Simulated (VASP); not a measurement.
A run of VASP 6.6.1 is set up as follows.

File INCAR:

```
SYSTEM = BiTe
ALGO = Normal
EDIFF = 1E-6
EDIFFG = -0.01
ENCUT = 600
GGA = CA
IBRION = 2
ISIF = 3
ISMEAR = -1
LASPH = .TRUE.
LCHARG = .FALSE.
LREAL = .FALSE.
LWAVE = .FALSE.
NELM = 80
NSW = 40
PREC = Accurate
SIGMA = 0.05
```

Contents of KPOINTS:

```
k-points
0
G
  6 6 6
  0 0 0
```

POSCAR

```
BiTe
1.0
    0.0000000000      3.2350000000      3.2350000000
    3.2350000000      0.0000000000      3.2350000000
    3.2350000000      3.2350000000      0.0000000000
Bi Te
1 1
Direct
    0.0000000000      0.0000000000      0.0000000000
    0.5000000000      0.5000000000      0.5000000000
```

Potentials or basis: VASP PAW LDA potentials, release 64 (Bi_d, Te).

The run is started by

```console
$ cat potpaw_LDA.64/Bi_d/POTCAR potpaw_LDA.64/Te/POTCAR > POTCAR
$ mpirun -np 1 vasp_std > vasp.out
```

Predict the space group after relaxing (to 0.05 Å).

Fm-3m (No. 225).

Estimate the band gap on the k mesh.

none (metal or under the smearing width).

Step by step:
| step | energy change (eV) | largest force (eV/Å) | pressure (GPa) | volume (Å³) |
| --- | --- | --- | --- | --- |
| 1 | 0.0000 | 0.0000 | -2.58 | 67.71 |
| 2 | -0.0194 | 0.0000 | 1.69 | 62.51 |
| 3 | -0.0285 | 0.0000 | -0.02 | 64.31 |

Caveat: spin-orbit coupling is left out, which moves the levels of the heavy elements. Zero-point motion and thermal expansion aren't in these numbers.
